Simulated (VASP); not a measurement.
Output of a VASP run:

File OSZICAR:
```
       N       E                     dE             d eps       ncg     rms          rms(c)
DAV:   1     0.214416551421E+01    0.21442E+01   -0.38418E+03   752   0.850E+02
DAV:   2    -0.214505986919E+02   -0.23595E+02   -0.22598E+02  1120   0.104E+02
DAV:   3    -0.217299804955E+02   -0.27938E+00   -0.27938E+00   864   0.157E+01
DAV:   4    -0.217301863222E+02   -0.20583E-03   -0.20583E-03  1144   0.457E-01
DAV:   5    -0.217301863590E+02   -0.36813E-07   -0.36813E-07   840   0.386E-03    0.594E+00
DAV:   6    -0.140357808139E+02    0.76944E+01   -0.37872E+00   784   0.143E+01    0.262E+00
DAV:   7    -0.139416131892E+02    0.94168E-01   -0.38665E-01   864   0.655E+00    0.125E+00
DAV:   8    -0.141886267798E+02   -0.24701E+00   -0.53347E-01   880   0.642E+00    0.562E-01
DAV:   9    -0.141848884695E+02    0.37383E-02   -0.19988E-02   912   0.142E+00    0.350E-01
DAV:  10    -0.141932778677E+02   -0.83894E-02   -0.10235E-01   752   0.389E+00    0.191E-01
DAV:  11    -0.141969506216E+02   -0.36728E-02   -0.21901E-02   752   0.215E+00    0.123E-01
DAV:  12    -0.141968848180E+02    0.65804E-04   -0.37777E-03   752   0.837E-01    0.676E-02
DAV:  13    -0.141971255486E+02   -0.24073E-03   -0.16996E-03   784   0.626E-01    0.115E-02
DAV:  14    -0.141970777081E+02    0.47841E-04   -0.12005E-04   976   0.138E-01    0.422E-03
DAV:  15    -0.141971059157E+02   -0.28208E-04   -0.75027E-06   808   0.394E-02    0.251E-03
DAV:  16    -0.141970992389E+02    0.66768E-05   -0.37185E-06   800   0.292E-02    0.142E-03
DAV:  17    -0.141971061693E+02   -0.69304E-05   -0.12702E-06   752   0.170E-02    0.378E-04
DAV:  18    -0.141971047473E+02    0.14220E-05   -0.96320E-08   864   0.470E-03    0.284E-04
DAV:  19    -0.141971057504E+02   -0.10031E-05   -0.14577E-08   384   0.144E-03    0.831E-05
DAV:  20    -0.141971047898E+02    0.96053E-06   -0.10161E-08   376   0.146E-03    0.362E-05
DAV:  21    -0.141971049168E+02   -0.12694E-06   -0.82342E-10   376   0.364E-04    0.349E-05
DAV:  22    -0.141971048534E+02    0.63410E-07   -0.11970E-10   376   0.143E-04
   1 F= -.14197105E+02 E0= -.14197105E+02  d E =-.666771E-15
```

**OUTCAR**
```
------------------------ aborting loop because EDIFF is reached ----------------------------------------
  FORCE on cell =-STRESS in cart. coord.  units (eV):
  Direction    XX          YY          ZZ          XY          YZ          ZX
  --------------------------------------------------------------------------------------
  Total        0.7906608      0.7906608      0.7906608      0.0000000      0.0000000      0.0000000
  in kB       47.9424685     47.9424685     47.9424685      0.0000000      0.0000000      0.0000000
  external PRESSURE =      47.9424685 kB  Pullay stress =       0.0000000 kB
  volume of cell :       26.42
      direct lattice vectors                 reciprocal lattice vectors
     0.000000000  2.364014528  2.364014528    -0.211504622  0.211504622  0.211504622
     2.364014528  0.000000000  2.364014528     0.211504622 -0.211504622  0.211504622
     2.364014528  2.364014528  0.000000000     0.211504622  0.211504622 -0.211504622
  FREE ENERGIE OF THE ION-ELECTRON SYSTEM (eV)
  ---------------------------------------------------
  free  energy   TOTEN  =       -14.1971048534 eV

  energy  without entropy=      -14.1971048534  energy(sigma->0) =      -14.19710485
```
(Selected blocks of OUTCAR.)

**POSCAR**
```
BAs
1
    0.0000000000     2.3640145276     2.3640145276
    2.3640145276     0.0000000000     2.3640145276
    2.3640145276     2.3640145276     0.0000000000
B As
1 1
Direct
  0.0000000000   0.0000000000   0.0000000000
  0.2500000000   0.2500000000   0.2500000000
```

Q: Reconstruct the remaining input files.

A: One answer among several that fit: the input of the run itself, MS2 meta-GGA, plane waves, VASP's PBE PAW potentials (set 64).

**KPOINTS**
```
Automatic mesh
0
Gamma
10 10 10
0 0 0
```

### INCAR
```
! general
SYSTEM =BAs
PREC   =Accurate
ENCUT  =520   ! plane-wave cut-off (eV)
LREAL  =.False.
LASPH  =.True.

! electronic loop
EDIFF  =1E-7   ! SCF stop (eV)
NELM   =100   ! most electronic steps
ALGO   =Normal   ! blocked Davidson
LMAXMIX=4   ! l cut-off of mixed one-centre charges
LMIXTAU=.True.

! smearing
ISMEAR =0   ! Gaussian
SIGMA  =0.05

! functional
METAGGA=MS2

! ions
ISIF   =2   ! forces and stress, cell fixed

! output
LWAVE  =.False.
LCHARG =.False.
```

POTCAR, in this order: B As (PBE.64 set). Program: vasp_std.

The compound is BAs in the zinc blende structure. This cell is one point of a volume scan, at 0.97 of the reference volume.
